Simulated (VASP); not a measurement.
**TlGaSe2: phonons from a supercell**

How does the lattice of TlGaSe2 vibrate? The start is a cell from a database of measured crystal structures.

Program: VASP 6.6.1. Level of theory: PBEsol; plane waves and PAW (Tl, Se, Ga). Results are calculated unless marked as measured.

## (1) The starting structure

It takes space group I4/mcm (No. 140, tetragonal). Conventional cell: a = 8.053 Å, b = 8.053 Å, c = 6.417 Å, α = 90.00°, β = 90.00°, γ = 90.00°. Nearest to Tl lie 2 Tl at 3.21 Å and 8 Se at 3.44 Å. Nearest to Se lie 2 Ga at 2.40 Å and 4 Tl at 3.44 Å. Ga has 4 Se at 2.40 Å nearest. Farther neighbours and most contacts between anions are not listed.

## (2) Relax the host

Cell and atoms are relaxed first, so that later runs start from this functional's own cell.

The input, INCAR:

```
SYSTEM = TlGaSe2
PREC = Accurate
ENCUT = 350
EDIFF = 1E-06
NELM = 120
ISMEAR = 0
SIGMA = 0.05
LREAL = .FALSE.
ALGO = Normal
GGA = PS
NBANDS = 26
LORBIT = 11
LWAVE = .FALSE.
LCHARG = .FALSE.
KPAR = 4
IBRION = 2
NSW = 40
ISIF = 3
EDIFFG = -0.02
POTIM = 0.4
```

The input, POSCAR:

```
TlGaSe2
1.0
   -4.0265000000      4.0265000000      3.2085000000
    4.0265000000     -4.0265000000      3.2085000000
    4.0265000000      4.0265000000     -3.2085000000
Tl Se Ga
2 4 2
Direct
    0.2500000000      0.2500000000      0.0000000000
    0.7500000000      0.7500000000      0.0000000000
    0.3430000000      0.1570000000      0.5000000000
    0.8430000000      0.3430000000      0.1860000000
    0.6570000000      0.8430000000      0.5000000000
    0.1570000000      0.6570000000      0.8140000000
    0.7500000000      0.2500000000      0.5000000000
    0.2500000000      0.7500000000      0.5000000000
```

The input, KPOINTS:

```
Automatic mesh
0
Gamma
4 4 4
0 0 0
```

PAW data sets: Tl, Se and Ga (PBE family, release 64).

Command:

```
$ mpirun -np 4 vasp_std
```

Output:

```text
[banner, memory and clock lines left out]
running    4 mpi-ranks, on    1 nodes
 distrk:  each k-point on    1 cores,    4 groups
 distr:  one band on    1 cores,    1 groups

 POSCAR found type information on POSCAR TlSeGa
 POSCAR found :  3 types and       8 ions
|                                                                             |
|               ----> ADVICE to this user running VASP <----                  |
|                                                                             |
|     You enforced a specific xc type in the INCAR file but a different       |
|     [... a line on the potential file left out ...]
|     I HOPE YOU KNOW WHAT YOU ARE DOING!                                     |
|                                                                             |

 LDA part: xc-table for (Slater+PW92), standard interpolation
 POSCAR, INCAR and KPOINTS ok, starting setup
 FFT: planning ... GRIDC
 FFT: planning ... GRID_SOFT
 FFT: planning ... GRID
 WAVECAR not read
 entering main loop
       N       E                     dE             d eps       ncg     rms          rms(c)
DAV:   1     0.196222636997E+03    0.19622E+03   -0.95936E+03   676   0.805E+02
DAV:   2    -0.117349641475E+02   -0.20796E+03   -0.20187E+03   918   0.171E+02
DAV:   3    -0.319316428257E+02   -0.20197E+02   -0.20025E+02   780   0.625E+01
DAV:   4    -0.325891197262E+02   -0.65748E+00   -0.65484E+00   908   0.124E+01
DAV:   5    -0.326144431210E+02   -0.25323E-01   -0.25305E-01   888   0.234E+00    0.792E+00
DAV:   6    -0.317806049406E+02    0.83384E+00   -0.10437E+00   880   0.417E+00    0.454E+00
DAV:   7    -0.316405061096E+02    0.14010E+00   -0.82820E-01   952   0.337E+00    0.129E+00
DAV:   8    -0.316357598728E+02    0.47462E-02   -0.15734E-01   834   0.159E+00    0.343E-01
DAV:   9    -0.316324426659E+02    0.33172E-02   -0.17271E-02   808   0.622E-01    0.111E-01
DAV:  10    -0.316324036217E+02    0.39044E-04   -0.17152E-03   832   0.188E-01    0.664E-02
DAV:  11    -0.316323186379E+02    0.84984E-04   -0.27825E-04   968   0.685E-02    0.274E-02
DAV:  12    -0.316323097256E+02    0.89123E-05   -0.55303E-05   790   0.279E-02    0.953E-03
DAV:  13    -0.316323105877E+02   -0.86215E-06   -0.64046E-06   840   0.123E-02
   1 F= -.31632311E+02 E0= -.31632311E+02  d E =-.316323E+02
 curvature:   0.00 expect dE= 0.000E+00 dE for cont linesearch  0.000E+00
 trial: gam= 0.00000 g(F)=  0.964E-01 g(S)=  0.271E-01 ort = 0.000E+00 (trialstep = 0.100E+01)
 search vector abs. value=  0.124E+00
 bond charge predicted
       N       E                     dE             d eps       ncg     rms          rms(c)
DAV:   1    -0.317052645696E+02   -0.72955E-01   -0.37462E+00   676   0.849E+00    0.116E+00
DAV:   2    -0.317020781092E+02    0.31865E-02   -0.25683E-01   830   0.225E+00    0.576E-01
DAV:   3    -0.316960600640E+02    0.60180E-02   -0.22958E-02   818   0.603E-01    0.220E-01
DAV:   4    -0.316952482149E+02    0.81185E-03   -0.12629E-03   778   0.178E-01    0.989E-02
DAV:   5    -0.316949380484E+02    0.31017E-03   -0.53092E-04   850   0.986E-02    0.407E-02
DAV:   6    -0.316949414758E+02   -0.34275E-05   -0.37993E-05   788   0.251E-02    0.218E-02
DAV:   7    -0.316949430052E+02   -0.15293E-05   -0.30096E-06   766   0.778E-03    0.424E-03
DAV:   8    -0.316949431721E+02   -0.16687E-06   -0.64791E-07   386   0.329E-03
   2 F= -.31694943E+02 E0= -.31694943E+02  d E =-.626326E-01
[...]
3 F= -.31695038E+02 E0= -.31695038E+02  d E =-.627279E-01
[...]
4 F= -.31723131E+02 E0= -.31723131E+02  d E =-.280923E-01
[...]
5 F= -.31752832E+02 E0= -.31752827E+02  d E =-.577931E-01
[...]
6 F= -.31753051E+02 E0= -.31753048E+02  d E =-.580126E-01
[...]
7 F= -.31754674E+02 E0= -.31754670E+02  d E =-.162246E-02
[...]
8 F= -.31754781E+02 E0= -.31754778E+02  d E =-.173005E-02
 curvature:  -1.25 expect dE=-0.809E-03 dE for cont linesearch -0.506E-09
 trial: gam= 0.37347 g(F)=  0.179E-03 g(S)=  0.469E-03 ort = 0.941E-06 (trialstep = 0.161E+01)
 search vector abs. value=  0.953E-03
 bond charge predicted
       N       E                     dE             d eps       ncg     rms          rms(c)
DAV:   1    -0.317569127250E+02   -0.21314E-02   -0.64057E-02   696   0.108E+00    0.197E-01
DAV:   2    -0.317555369725E+02    0.13758E-02   -0.25260E-03   860   0.235E-01    0.936E-02
DAV:   3    -0.317551687069E+02    0.36827E-03   -0.17402E-03   836   0.163E-01    0.359E-02
DAV:   4    -0.317551535079E+02    0.15199E-04   -0.11736E-04   754   0.513E-02    0.204E-02
DAV:   5    -0.317551479672E+02    0.55408E-05   -0.24557E-05   788   0.205E-02    0.871E-03
DAV:   6    -0.317551478905E+02    0.76672E-07   -0.15176E-06   532   0.615E-03
   9 F= -.31755148E+02 E0= -.31755144E+02  d E =-.366787E-03
 trial-energy change:   -0.000367  1 .order   -0.000364   -0.001042    0.000314
 step:   1.2338(harm=  1.2338)  dis= 0.00027  next Energy=   -31.755181 (dE=-0.400E-03)
 reached required accuracy - stopping structural energy minimisation
```

Wall time 85 s (4 MPI ranks of AMD EPYC 7R43, shared host); peak memory 0.95 GiB.

The logs omit lines about the potential files and the build; timing stands in the text.

From OUTCAR (step 2):

```text
ion  position               nearest neighbor table
   1  0.250  0.250  0.000-   2 3.21   2 3.21   6 3.44   4 3.44   6 3.44   4 3.44   3 3.44   5 3.44
                             5 3.44   3 3.44
   2  0.750  0.750  0.000-   1 3.21   1 3.21   6 3.44   4 3.44   6 3.44   4 3.44   5 3.44   3 3.44
                             5 3.44   3 3.44
   3  0.343  0.157  0.500-   7 2.40   8 2.40   2 3.44   1 3.44   1 3.44   2 3.44
   4  0.843  0.343  0.186-   8 2.40   7 2.40   1 3.44   2 3.44   2 3.44   1 3.44
   5  0.657  0.843  0.500-   7 2.40   8 2.40   1 3.44   2 3.44   2 3.44   1 3.44
   6  0.157  0.657  0.814-   7 2.40   8 2.40   1 3.44   2 3.44   2 3.44   1 3.44
   7  0.750  0.250  0.500-   3 2.40   5 2.40   6 2.40   4 2.40   8 3.21   8 3.21
   8  0.250  0.750  0.500-   3 2.40   5 2.40   4 2.40   6 2.40   7 3.21   7 3.21

  LATTYP: Found a body centered tetragonal cell.
 ALAT       =     8.0530000000
 C/A-ratio  =     0.7968458959

 Subroutine GETGRP returns: Found 16 space group operations
 (whereof  8 operations were pure point group operations)

The static configuration has the point symmetry C_4h.
 The point group associated with its full space group is D_4h.

 Found     13 irreducible k-points:

   k-points           NKPTS =     13   k-points in BZ     NKDIM =     13   number of bands    NBANDS=     26

   dimension x,y,z NGX =    40 NGY =   40 NGZ =   40
   dimension x,y,z NGXF=    80 NGYF=   80 NGZF=   80

   ENCUT  =  350.0 eV  25.72 Ry    5.07 a.u.   9.97  9.97  9.97*2*pi/ulx,y,z

   NELECT =      36.0000    total number of electrons

 k-points in reciprocal lattice and weights: Automatic mesh
   0.00000000  0.00000000  0.00000000       0.016
   0.25000000  0.00000000  0.00000000       0.125
   0.50000000  0.00000000  0.00000000       0.062
   0.25000000  0.25000000  0.00000000       0.125
   0.50000000  0.25000000  0.00000000       0.250
  -0.25000000  0.25000000  0.00000000       0.062
   0.50000000  0.50000000  0.00000000       0.031
   0.25000000  0.25000000  0.25000000       0.031
  -0.25000000  0.25000000  0.25000000       0.062
   0.50000000  0.50000000  0.25000000       0.062
  -0.25000000  0.50000000  0.25000000       0.125
  -0.25000000 -0.25000000  0.25000000       0.031
   0.50000000  0.50000000  0.50000000       0.016

 average (electrostatic) potential at core
       1 -41.7172       2 -41.7172       3 -54.8716       4 -54.8716       5 -54.8716
       6 -54.8716       7 -14.4256       8 -14.4256

 E-fermi :   3.0147

 k-point     1 :       0.0000    0.0000    0.0000
  band No.  band energies     occupation
    ...
     14      -0.1502      2.00000
     15       1.6144      2.00000
     16       1.6144      2.00000
     17       1.6261      2.00000
     18       1.7408      2.00000
     19       5.2766      0.00000
     20       5.6766      0.00000
     21       6.1513      0.00000
     22       6.2558      0.00000
     23       6.2558      0.00000
    ...

 k-point     2 :       0.2500    0.0000    0.0000
  band No.  band energies     occupation
    ...
     14       1.0002      2.00000
     15       1.4199      2.00000
     16       1.4279      2.00000
     17       1.5553      2.00000
     18       1.9284      2.00000
     19       4.9826      0.00000
     20       5.5342      0.00000
     21       5.5871      0.00000
     22       6.2619      0.00000
     23       6.3028      0.00000
    ...

 k-point     3 :       0.5000    0.0000    0.0000
  band No.  band energies     occupation
    ...
     14       0.9228      2.00000
     15       1.4981      2.00000
     16       1.4981      2.00000
     17       1.8040      2.00000
     18       1.8040      2.00000
     19       4.7556      0.00000
     20       4.7556      0.00000
     21       6.2133      0.00000
     22       6.2133      0.00000
     23       6.5645      0.00000
    ...

  Total        0.0815509      0.0815509      0.0693792      0.0000000      0.0000000      0.0000000
  in kB        0.6487669      0.6487669      0.5519367      0.0000000      0.0000000      0.0000000
  external PRESSURE =       0.6164901 kB  Pullay stress =       0.0000000 kB

  energy-cutoff  :      350.00
  volume of cell :      201.40
      direct lattice vectors                 reciprocal lattice vectors
    -3.968004029  3.968004029  3.197764141     0.000000000  0.126007937  0.156359249
     3.968004029 -3.968004029  3.197764141     0.126007937  0.000000000  0.156359249
     3.968004029  3.968004029 -3.197764141     0.126007937  0.126007937  0.000000000

 POSITION                                       TOTAL-FORCE (eV/Angst)
 -----------------------------------------------------------------------------------
      0.00000      0.00000      1.59888        -0.000000     -0.000000      0.000000
      0.00000      0.00000      4.79665        -0.000000     -0.000000      0.000000
      1.31073      2.65727      0.00000         0.000853     -0.000853      0.000000
     -1.31073      2.65727      3.19776        -0.000853     -0.000853     -0.000000
      2.65727      1.31073      3.19776        -0.000853      0.000853      0.000000
      5.27874      1.31073     -0.00000         0.000853      0.000853      0.000000
      0.00000      3.96800      1.59888         0.000000     -0.000000      0.000000
      3.96800      0.00000      1.59888         0.000000     -0.000000      0.000000
 -----------------------------------------------------------------------------------
    total drift:                                0.000000      0.000000     -0.000000

  FREE ENERGIE OF THE ION-ELECTRON SYSTEM (eV)
  ---------------------------------------------------
  free  energy   TOTEN  =       -31.7551478905 eV

  energy  without entropy=      -31.7551397211  energy(sigma->0) =      -31.75514381

 reached required accuracy - stopping structural energy minimisation

 total charge
# of ion       s       p       d       tot
------------------------------------------
    1        1.732   0.371   0.085   2.188
    2        1.732   0.371   0.085   2.188
    3        1.470   2.335   0.024   3.830
    4        1.470   2.335   0.024   3.830
    5        1.470   2.335   0.024   3.830
    6        1.470   2.335   0.024   3.830
    7        1.062   1.095   0.179   2.335
    8        1.062   1.095   0.179   2.335
--------------------------------------------------
tot         11.469  12.271   0.624  24.364

[... 3 further parts left out ...]
```

The gap is read on the k-mesh alone, so it is an upper bound where the band edges lie off the mesh. The PAW data sets were made with PBE, which is usual practice but a small mismatch for other functionals. The data sets Tl and Ga keep the semicore shell frozen, which is cheaper and a little less accurate. The run keeps the 16 symmetry operations of its start, so it cannot find a distortion of lower symmetry.

The steps of the relaxation:

| step | energy less that of the first step (eV) | largest force (eV/Å) | pressure (GPa) | volume (Å³) |
| --- | --- | --- | --- | --- |
| 1 | 0.0000 | 0.7901 | 1.03 | 208.07 |
| 2 | -0.0626 | 0.2339 | -0.92 | 212.14 |
| 3 | -0.0627 | 0.2130 | -0.99 | 212.31 |
| 4 | -0.0908 | 0.1594 | -0.72 | 209.33 |
| 5 | -0.1205 | 0.0148 | 0.16 | 201.51 |
| 6 | -0.1207 | 0.0268 | 0.08 | 202.12 |
| 7 | -0.1224 | 0.0189 | -0.07 | 202.14 |
| 8 | -0.1225 | 0.0341 | -0.13 | 202.14 |
| 9 | -0.1228 | 0.0012 | 0.06 | 201.40 |

| conventional cell, symmetrised | before | after | change |
| --- | --- | --- | --- |
| a (Å) | 8.053 | 7.936 | -1.5 % |
| b (Å) | 8.053 | 7.936 | -1.5 % |
| c (Å) | 6.417 | 6.396 | -0.3 % |
| volume (Å³/atom) | 26.01 | 25.17 | -3.2 % |

The atoms that moved most (Å, as changes of fractional coordinates times the final cell):

| atom | dx | dy | dz | length |
| --- | --- | --- | --- | --- |
| Se3 | 0.065 | -0.065 | 0.000 | 0.092 |
| Se5 | -0.065 | 0.065 | 0.000 | 0.092 |
| Se6 | 0.065 | 0.065 | 0.000 | 0.092 |
| Se4 | -0.065 | -0.065 | 0.000 | 0.092 |

The relaxed structure:

```xyz
8
Lattice="-3.9680 3.9680 3.1978 3.9680 -3.9680 3.1978 3.9680 3.9680 -3.1978" Properties=species:S:1:pos:R:3 pbc="T T T"
Tl    0.0000    0.0000    1.5989
Tl    0.0000    0.0000    4.7966
Se    1.3107    2.6573    0.0000
Se   -1.3107    2.6573    3.1978
Se    2.6573    1.3107    3.1978
Se    5.2787    1.3107    0.0000
Ga    0.0000    3.9680    1.5989
Ga    3.9680    0.0000    1.5989
```

Numbers from this step:

```
electronic cycles                               : 66
electrons                                       : 36
free energy (TOTEN)                             : -31.76 eV
Fermi energy                                    : 3.015 eV
pressure                                        : 0.06165 GPa
labelled metallic, from the levels on this mesh : no
gap on the k-mesh                               : 0.2163 eV
least direct gap on the k-mesh                  : 0.2163 eV
```

The run ended after 9 ionic steps, 0.123 eV below its first step, once forces and stress met EDIFFG = -0.02.

(Continued in part 2 of 4.)

[Lines on the potential files, build, host, timing and source positions are cut from VASP's logs without a mark.]

[Logs are printed without paths, hosts, clocks, repeated set-up lines and the standing remarks that a program may print on its own settings, such as how far it seeks lower states.]

[Hosts, paths, dates, database ids (printed as entryN), source tags and the programs' standing remarks are cut or masked in the printed files.]

[Runs that stopped without an error message from VASP are left out.]
